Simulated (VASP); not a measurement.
An input for Ansatz (written as the equivalent of a VASP run, and not itself run):

Ansatz 0.2 input:
```yaml
crystal:
  lattice:
    - [0.0000000, 1.7749309, 1.7749309]
    - [1.7749309, 0.0000000, 1.7749309]
    - [1.7749309, 1.7749309, 0.0000000]
  atoms:
    - { symbol: Ni, position: [0.0000000, 0.0000000, 0.0000000], spin: 0.8 }
kpoints:
  mp_grid: { grid: [18, 18, 18] }
hamiltonian:
  xc: r2scan
  pseudopotentials: { kind: paw }
magnetization: { spin_polarized: true }
scf:
  occupations: { method: methfessel_paxton, width: 0.1 }
  max_iter: 100
output: { forces: true, stress: true, eigenvalues: true }
```

Problem. Write the VASP files for the same calculation (r2SCAN).

Solution. One answer among several that fit: 
KPOINTS:
```
Automatic mesh
0
Gamma
18 18 18
0 0 0
```

**INCAR**
```
! general
SYSTEM   =  Ni
PREC     =  Accurate
ENCUT    =  520
LREAL    =  .FALSE.
LASPH    =  .TRUE.

! electronic loop
EDIFF    =  1E-7
NELM     =  100
ALGO     =  Normal
LMAXMIX  =  4
LMIXTAU  =  .TRUE.

! smearing
ISMEAR   =  1
SIGMA    =  0.1

! functional
METAGGA  =  R2SCAN

! spin
ISPIN    =  2
MAGMOM   =  0.8

! ions
ISIF     =  2

! output
LWAVE    =  .FALSE.
LCHARG   =  .FALSE.
LORBIT   =  10
```

**POSCAR**
```
Ni
1.7749310
  0.0000000000   0.9999999258   0.9999999258
  0.9999999258   0.0000000000   0.9999999258
  0.9999999258   0.9999999258   0.0000000000
Ni
1
direct
  0.0000000000   0.0000000000   0.0000000000
```

POTCAR, in this order: Ni (PBE.64 set). Program: vasp_std.

The two are equivalent in intent, not identical: each code has its own PAW files, so the cut-off isn't converted (ENCUT is set for VASP's; basis.ecutwfc is left out, and Ansatz then takes the one that its files recommend); Ansatz stops its SCF on the density residual and VASP on the energy change (EDIFF).

The compound is Ni in the fcc structure. This cell is one point of a volume scan, at 1.06 of the reference volume.
